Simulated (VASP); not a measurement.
OSZICAR of a VASP run on ZnS (zinc blende):

**OSZICAR**
```
       N       E                     dE             d eps       ncg     rms          rms(c)
DAV:   1     0.831077552501E+02    0.83108E+02   -0.87420E+03   754   0.152E+03
DAV:   2    -0.166550995286E+01   -0.84773E+02   -0.80467E+02   829   0.269E+02
DAV:   3    -0.720799564640E+01   -0.55425E+01   -0.55165E+01   944   0.708E+01
DAV:   4    -0.727426320784E+01   -0.66268E-01   -0.66249E-01   829   0.823E+00
DAV:   5    -0.727532888068E+01   -0.10657E-02   -0.10657E-02   954   0.105E+00    0.704E+00
DAV:   6    -0.686399620833E+01    0.41133E+00   -0.95879E-01  1114   0.367E+01    0.543E+00
DAV:   7    -0.684814501039E+01    0.15851E-01   -0.34129E-01   789   0.573E+00    0.274E+00
DAV:   8    -0.684764629482E+01    0.49872E-03   -0.54932E-03   889   0.727E-01    0.798E-01
DAV:   9    -0.684793011712E+01   -0.28382E-03   -0.11561E-03   827   0.319E-01    0.119E-01
DAV:  10    -0.684807229130E+01   -0.14217E-03   -0.13390E-04   859   0.125E-01    0.555E-02
DAV:  11    -0.684809263829E+01   -0.20347E-04   -0.30582E-05   814   0.714E-02    0.654E-03
DAV:  12    -0.684809367540E+01   -0.10371E-05   -0.28345E-06   871   0.189E-02    0.447E-03
DAV:  13    -0.684809353207E+01    0.14333E-06   -0.26856E-07   492   0.119E-02
   1 F= -.68480935E+01 E0= -.68480935E+01  d E =-.684809E+01
       N       E                     dE             d eps       ncg     rms          rms(c)
DAV:   1    -0.697692732810E+01   -0.12883E+00   -0.16824E+00   889   0.308E+01    0.256E+00
DAV:   2    -0.686816325391E+01    0.10876E+00   -0.35703E-01   894   0.165E+01    0.995E-01
DAV:   3    -0.685478539321E+01    0.13378E-01   -0.15699E-02   794   0.114E+00    0.459E-01
DAV:   4    -0.685185200569E+01    0.29334E-02   -0.14334E-03   879   0.432E-01    0.210E-01
DAV:   5    -0.685136949899E+01    0.48251E-03   -0.42100E-04  1240   0.443E-01    0.348E-02
DAV:   6    -0.685137628718E+01   -0.67882E-05   -0.15895E-04   784   0.179E-01    0.223E-02
DAV:   7    -0.685137987130E+01   -0.35841E-05   -0.18903E-05   929   0.119E-01    0.104E-02
DAV:   8    -0.685137852701E+01    0.13443E-05   -0.60320E-06   734   0.628E-02    0.143E-03
DAV:   9    -0.685137852130E+01    0.57082E-08   -0.26749E-07   397   0.546E-03
   2 F= -.68513785E+01 E0= -.68513785E+01  d E =-.328499E-02
       N       E                     dE             d eps       ncg     rms          rms(c)
DAV:   1    -0.685846721153E+01   -0.70887E-02   -0.88131E-02   904   0.679E+00    0.600E-01
DAV:   2    -0.685255620069E+01    0.59110E-02   -0.21319E-02   894   0.461E+00    0.228E-01
DAV:   3    -0.685187536775E+01    0.68083E-03   -0.82041E-04   779   0.290E-01    0.102E-01
DAV:   4    -0.685172023143E+01    0.15514E-03   -0.89518E-05   884   0.155E-01    0.538E-02
DAV:   5    -0.685169497190E+01    0.25260E-04   -0.26746E-05  1118   0.108E-01    0.103E-02
DAV:   6    -0.685169497356E+01   -0.16537E-08   -0.84731E-06   749   0.373E-02
   3 F= -.68516950E+01 E0= -.68516950E+01  d E =-.360144E-02
```

### Question
Which electronic solver shows in the log?

### Answer
It is blocked Davidson (ALGO = Normal, or the opening steps of other solvers). The INCAR had ALGO = Normal.

### Question
Can the final energy be trusted as converged?

### Answer
The run converged. It stopped with EDIFF = 1E-6, NELM = 100, NSW = 60 and EDIFFG = -0.01 after 3 ionic steps (PBE GGA, plane waves, VASP's PBE PAW potentials (set 64)). Energy and stress use the plane-wave basis of the starting cell.

The compound is ZnS in the zinc blende structure. This run relaxes it. Symmetry was kept, so distortions that lower it aren't found.
